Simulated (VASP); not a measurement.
Level of theory: PBEsol GGA, VASP's PBE PAW potentials (set 64) (plane waves; VASP).

VASP ran on this input.

**POSCAR**
```
PtSe
1
    3.7734921711     0.0000000000     0.0000000000
   -1.8867460856     3.2679401681    -0.0000000000
   -0.0000000000     0.0000000000     7.0227237886
Pt Se
2 2
Direct
  0.3333330000   0.6666670000   0.0145509815
  0.6666670000   0.3333330000   0.5145509815
  0.3333330000   0.6666670000   0.3604490185
  0.6666670000   0.3333330000   0.8604490185
```

### INCAR
```
LREAL = .False.
IBRION = 2
EDIFF = 1E-6   ! SCF stop (eV)
ISMEAR = 1   ! Methfessel-Paxton
ISIF = 3
GGA = PS   ! PBEsol
EDIFFG = -0.02   ! ionic stop
NELM = 100   ! most electronic steps
PREC = Accurate
ALGO = Normal
LASPH = .True.
LMAXMIX = 6   ! l cut-off of mixed one-centre charges
LCHARG = .False.
LWAVE = .False.
NSW = 60   ! most ionic steps
ENCUT = 400
SYSTEM = PtSe
SIGMA = 0.1
```

File KPOINTS:
```
Automatic mesh
0
Gamma
9 9 4
0 0 0
```

POTCAR, in this order: Pt Se (PBE.64 set). Program: vasp_std.

What VASP printed:

**OSZICAR**
```
       N       E                     dE             d eps       ncg     rms          rms(c)
DAV:   1     0.155862986441E+03    0.15586E+03   -0.12919E+04  1440   0.116E+03
DAV:   2    -0.140653560511E+02   -0.16993E+03   -0.16306E+03  1736   0.244E+02
DAV:   3    -0.219014670766E+02   -0.78361E+01   -0.76215E+01  1736   0.529E+01
DAV:   4    -0.220224223796E+02   -0.12096E+00   -0.12075E+00  1600   0.718E+00
DAV:   5    -0.220247858975E+02   -0.23635E-02   -0.23631E-02  1716   0.938E-01    0.167E+01
DAV:   6    -0.214683840299E+02    0.55640E+00   -0.27085E+00  1488   0.133E+01    0.939E+00
DAV:   7    -0.213946199950E+02    0.73764E-01   -0.26442E-01  1468   0.455E+00    0.386E+00
DAV:   8    -0.213736040254E+02    0.21016E-01   -0.65223E-02  1640   0.206E+00    0.344E-01
DAV:   9    -0.213730498960E+02    0.55413E-03   -0.57212E-03  1568   0.491E-01    0.182E-01
DAV:  10    -0.213730023219E+02    0.47574E-04   -0.12665E-03  1560   0.250E-01    0.519E-02
DAV:  11    -0.213729952030E+02    0.71189E-05   -0.57516E-05  1608   0.591E-02    0.208E-02
DAV:  12    -0.213729940397E+02    0.11633E-05   -0.88575E-06  1580   0.217E-02    0.597E-03
DAV:  13    -0.213729936355E+02    0.40415E-06   -0.19641E-06   864   0.955E-03
   1 F= -.21372994E+02 E0= -.21373449E+02  d E =-.213730E+02
       N       E                     dE             d eps       ncg     rms          rms(c)
DAV:   1    -0.214106619731E+02   -0.37668E-01   -0.18281E+00  1440   0.912E+00    0.111E+00
DAV:   2    -0.213849782789E+02    0.25684E-01   -0.91019E-02  1612   0.227E+00    0.447E-01
DAV:   3    -0.213797505392E+02    0.52277E-02   -0.11083E-02  1756   0.656E-01    0.209E-01
DAV:   4    -0.213790151047E+02    0.73543E-03   -0.26882E-03  1632   0.313E-01    0.900E-02
DAV:   5    -0.213789881849E+02    0.26920E-04   -0.17475E-04  1632   0.771E-02    0.364E-02
DAV:   6    -0.213789838527E+02    0.43322E-05   -0.20113E-05  1664   0.268E-02    0.898E-03
DAV:   7    -0.213789838721E+02   -0.19407E-07   -0.14670E-06   996   0.934E-03
   2 F= -.21378984E+02 E0= -.21379094E+02  d E =-.599024E-02
       N       E                     dE             d eps       ncg     rms          rms(c)
DAV:   1    -0.213790177694E+02   -0.33917E-04   -0.24111E-03  1440   0.330E-01    0.407E-02
DAV:   2    -0.213789834358E+02    0.34334E-04   -0.12119E-04  1616   0.823E-02    0.161E-02
DAV:   3    -0.213789766206E+02    0.68152E-05   -0.15069E-05  1768   0.243E-02    0.734E-03
DAV:   4    -0.213789758427E+02    0.77788E-06   -0.34423E-06  1300   0.114E-02
   3 F= -.21378976E+02 E0= -.21379100E+02  d E =-.598221E-02
       N       E                     dE             d eps       ncg     rms          rms(c)
DAV:   1    -0.214105549159E+02   -0.31578E-01   -0.94496E-01  1440   0.692E+00    0.924E-01
DAV:   2    -0.213864833231E+02    0.24072E-01   -0.78208E-02  1628   0.230E+00    0.337E-01
DAV:   3    -0.213830879850E+02    0.33953E-02   -0.65786E-03  1692   0.529E-01    0.167E-01
DAV:   4    -0.213825213178E+02    0.56667E-03   -0.27063E-03  1600   0.298E-01    0.862E-02
DAV:   5    -0.213825261756E+02   -0.48578E-05   -0.13983E-04  1580   0.784E-02    0.409E-02
DAV:   6    -0.213825286113E+02   -0.24358E-05   -0.30669E-05  1596   0.398E-02    0.807E-03
DAV:   7    -0.213825291136E+02   -0.50222E-06   -0.12686E-06   940   0.104E-02
   4 F= -.21382529E+02 E0= -.21382249E+02  d E =-.355327E-02
       N       E                     dE             d eps       ncg     rms          rms(c)
DAV:   1    -0.213889985981E+02   -0.64700E-02   -0.20054E-01  1440   0.319E+00    0.427E-01
DAV:   2    -0.213838510198E+02    0.51476E-02   -0.16589E-02  1624   0.107E+00    0.158E-01
DAV:   3    -0.213831268768E+02    0.72414E-03   -0.14028E-03  1684   0.244E-01    0.782E-02
DAV:   4    -0.213830061402E+02    0.12074E-03   -0.58443E-04  1600   0.138E-01    0.399E-02
DAV:   5    -0.213830079436E+02   -0.18034E-05   -0.30427E-05  1584   0.366E-02    0.190E-02
DAV:   6    -0.213830089255E+02   -0.98190E-06   -0.65551E-06  1596   0.185E-02
   5 F= -.21383009E+02 E0= -.21382545E+02  d E =-.403308E-02
       N       E                     dE             d eps       ncg     rms          rms(c)
DAV:   1    -0.213888500874E+02   -0.58421E-02   -0.36970E-01  1440   0.363E+00    0.271E-01
DAV:   2    -0.213864579894E+02    0.23921E-02   -0.92210E-03  1692   0.733E-01    0.128E-01
DAV:   3    -0.213858191501E+02    0.63884E-03   -0.15918E-03  1676   0.257E-01    0.557E-02
DAV:   4    -0.213857868331E+02    0.32317E-04   -0.19180E-04  1684   0.927E-02    0.302E-02
DAV:   5    -0.213857846587E+02    0.21744E-05   -0.12140E-05  1584   0.228E-02    0.112E-02
DAV:   6    -0.213857847347E+02   -0.76078E-07   -0.23669E-06  1208   0.876E-03
   6 F= -.21385785E+02 E0= -.21385121E+02  d E =-.277581E-02
       N       E                     dE             d eps       ncg     rms          rms(c)
DAV:   1    -0.214180795882E+02   -0.32295E-01   -0.33360E+00  1440   0.109E+01    0.821E-01
DAV:   2    -0.213963098856E+02    0.21770E-01   -0.85210E-02  1672   0.222E+00    0.387E-01
DAV:   3    -0.213905991602E+02    0.57107E-02   -0.14250E-02  1688   0.770E-01    0.171E-01
DAV:   4    -0.213902676888E+02    0.33147E-03   -0.18285E-03  1680   0.290E-01    0.910E-02
DAV:   5    -0.213902461069E+02    0.21582E-04   -0.12392E-04  1560   0.729E-02    0.334E-02
DAV:   6    -0.213902460798E+02    0.27037E-07   -0.22930E-05  1708   0.264E-02    0.621E-03
DAV:   7    -0.213902461613E+02   -0.81513E-07   -0.60207E-07   844   0.603E-03
   7 F= -.21390246E+02 E0= -.21389326E+02  d E =-.723724E-02
       N       E                     dE             d eps       ncg     rms          rms(c)
DAV:   1    -0.213913570419E+02   -0.11110E-02   -0.12171E-01  1440   0.208E+00    0.159E-01
DAV:   2    -0.213905615377E+02    0.79550E-03   -0.30853E-03  1664   0.426E-01    0.743E-02
DAV:   3    -0.213903534660E+02    0.20807E-03   -0.50623E-04  1692   0.146E-01    0.327E-02
DAV:   4    -0.213903405189E+02    0.12947E-04   -0.68310E-05  1684   0.562E-02    0.174E-02
DAV:   5    -0.213903400105E+02    0.50844E-06   -0.48530E-06  1540   0.145E-02
   8 F= -.21390340E+02 E0= -.21389380E+02  d E =-.733108E-02
       N       E                     dE             d eps       ncg     rms          rms(c)
DAV:   1    -0.213929996145E+02   -0.26591E-02   -0.80854E-02  1440   0.208E+00    0.311E-01
DAV:   2    -0.213907346198E+02    0.22650E-02   -0.10752E-02  1472   0.888E-01    0.115E-01
DAV:   3    -0.213905521066E+02    0.18251E-03   -0.39354E-04  1576   0.155E-01    0.665E-02
DAV:   4    -0.213905191965E+02    0.32910E-04   -0.30628E-04  1460   0.835E-02    0.296E-02
DAV:   5    -0.213905193968E+02   -0.20024E-06   -0.17707E-05  1496   0.299E-02    0.178E-02
DAV:   6    -0.213905206756E+02   -0.12789E-05   -0.48188E-06  1612   0.167E-02    0.162E-03
DAV:   7    -0.213905206346E+02    0.41038E-07   -0.15621E-07   744   0.371E-03
   9 F= -.21390521E+02 E0= -.21389566E+02  d E =-.180624E-03
```

**OUTCAR**
```
------------------------ aborting loop because EDIFF is reached ----------------------------------------
  FORCE on cell =-STRESS in cart. coord.  units (eV):
  Direction    XX          YY          ZZ          XY          YZ          ZX
  --------------------------------------------------------------------------------------
  Total        0.0567994      0.0567994      0.0443901     -0.0000000     -0.0000000      0.0000000
  in kB        1.0652110      1.0652110      0.8324881     -0.0000000     -0.0000000      0.0000000
  external PRESSURE =       0.9876367 kB  Pullay stress =       0.0000000 kB
  volume of cell :       85.43
      direct lattice vectors                 reciprocal lattice vectors
     3.699162923  0.000000000 -0.000000000     0.270331429  0.156075919  0.000000000
    -1.849581462  3.203569146 -0.000000000    -0.000000000  0.312151839  0.000000000
    -0.000000000 -0.000000000  7.209100617    -0.000000000  0.000000000  0.138713558
 POSITION                                       TOTAL-FORCE (eV/Angst)
 -----------------------------------------------------------------------------------
     -0.00000      2.13571      0.12928         0.000000     -0.000000      0.000726
      1.84958      1.06786      3.73383        -0.000000      0.000000      0.000726
     -0.00000      2.13571      2.57414         0.000000      0.000000     -0.000726
      1.84958      1.06786      6.17869        -0.000000      0.000000     -0.000726
 -----------------------------------------------------------------------------------
    total drift:                               -0.001122      0.000647      0.001418
  FREE ENERGIE OF THE ION-ELECTRON SYSTEM (eV)
  ---------------------------------------------------
  free  energy   TOTEN  =       -21.3905206346 eV

  energy  without entropy=      -21.3876574504  energy(sigma->0) =      -21.38956624

 reached required accuracy - stopping structural energy minimisation
```
(Selected blocks of OUTCAR.)

File CONTCAR:
```
PtSe
   1.00000000000000
     3.6991629230950829    0.0000000000011294   -0.0000000000000000
    -1.8495814615955781    3.2035691459681819   -0.0000000000000000
    -0.0000000000000000   -0.0000000000000000    7.2091006167669391
  Pt              Se
     2     2
Direct
     0.3333330000000032    0.6666669999999968    0.0179322788978580
     0.6666669999999968    0.3333330000000032    0.5179322788978580
     0.3333330000000032    0.6666669999999968    0.3570677211021421
     0.6666669999999968    0.3333330000000032    0.8570677211021420
```

The structure was generated: PtSe was put into the wurtzite type (P6_3mc), which need not be its known phase. This run relaxes it. Symmetry was kept, so distortions that lower it aren't found. The start is the result of an earlier pass.
